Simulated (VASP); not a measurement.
**AgBr (rock salt): computed properties**

Calculation: PBEsol GGA, VASP's PBE PAW potentials (set 64) (plane waves; VASP).

```json
{
 "space_group": "Fm-3m (225)",
 "cell": "a = 5.667 Å, b = 5.667 Å, c = 5.667 Å, α = 90.00°, β = 90.00°, γ = 90.00°",
 "volume_per_atom": "22.75 Å³/atom",
 "band gap (over mesh and band path)": "0.50 eV",
 "smallest direct gap (over mesh and band path)": "2.59 eV",
 "hill_bulk_modulus": "53.2 GPa",
 "hill_shear_modulus": "10.6 GPa",
 "Poisson's ratio": "0.407",
 "band_edge_character_without_spin_orbit_coupling": "indirect, L to Γ",
 "band_gap_with_spin_orbit_coupling": "0.42 eV",
 "density": "6.85 g/cm³",
 "C11": "79.7 GPa",
 "C12": "40.0 GPa",
 "C44": "6.7 GPa"
}
```

```cif
data_Ag4Br4
_chemical_formula_sum 'Ag4 Br4'
_space_group_name_H-M_alt 'Fm-3m'
_space_group_IT_number 225
_space_group_name_Hall '-F 4 2 3'
_cell_length_a 5.66667
_cell_length_b 5.66667
_cell_length_c 5.66667
_cell_angle_alpha 90.000
_cell_angle_beta 90.000
_cell_angle_gamma 90.000
loop_
_atom_site_label
_atom_site_type_symbol
_atom_site_symmetry_multiplicity
_atom_site_Wyckoff_symbol
_atom_site_fract_x
_atom_site_fract_y
_atom_site_fract_z
_atom_site_occupancy
Ag1 Ag 4 a 0.00000 0.00000 0.00000 1
Br1 Br 4 b 0.50000 0.50000 0.50000 1
```
(The calculation used a cell of 2 atoms; values per cell refer to that cell.)

The compound is AgBr in the rock salt structure. It was relaxed first, which changed the volume by -5 %. Symmetry was kept, so distortions that lower it aren't found.
